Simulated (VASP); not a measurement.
Input of a VASP 6.6.1 run:

File INCAR:

```
  ALGO = Normal
  EDIFF = 1E-6
  ENCUT = 520
  ISIF = 2
  ISMEAR = 0
  ISPIN = 2
  LASPH = True
  LCHARG = False
  LDAU = True
  LDAUJ = 0 0 0
  LDAUL = -1 2 -1
  LDAUPRINT = 1
  LDAUTYPE = 2
  LDAUU = 0 5 0
  LMAXMIX = 4
  LMIXTAU = True
  LORBIT = 11
  LREAL = False
  LWAVE = False
  MAGMOM = 0.03 0 0 0
  METAGGA = R2SCAN
  NBANDS = 27
  NELM = 80
  PREC = Accurate
  SIGMA = 0.05
```

The input KPOINTS:

```
k-points
0
Gamma
  7 7 7
```

File POSCAR:

```
NaTaO2
1.0
    1.5571835500      0.8990403400      5.6531705200
   -1.5571835500      0.8990403400      5.6531705200
    0.0000000000     -1.7980806900      5.6531705200
Na Ta O
1 1 2
Direct
    0.5000000000      0.5000000000      0.5000000000
    0.0000000000      0.0000000000      0.0000000000
    0.2667000000      0.2667000000      0.2667000000
    0.7333000000      0.7333000000      0.7333000000
```

Potentials or basis: VASP PAW PBE potentials, release 64 (Na_pv, Ta_pv, O).

Launch:

```sh
$ cat potpaw_PBE.64/Na_pv/POTCAR potpaw_PBE.64/Ta_pv/POTCAR potpaw_PBE.64/O/POTCAR > POTCAR
$ mpirun -np 1 vasp_std > vasp.out
```

Question: Predict the pressure.

Answer: 7.6 GPa.

Question: What does it give for the band gap on the k mesh?

Answer: None (metal or under the smearing width).

Stress tensor (GPa, compression positive):
```
 5.31  0.00  0.00
 0.00  5.31  0.00
 0.00  0.00 12.14
```

Caveat: the PAW data sets were made with another functional, which shifts forces and pressure a little. The state reached can hang on the start; a lower one may exist.
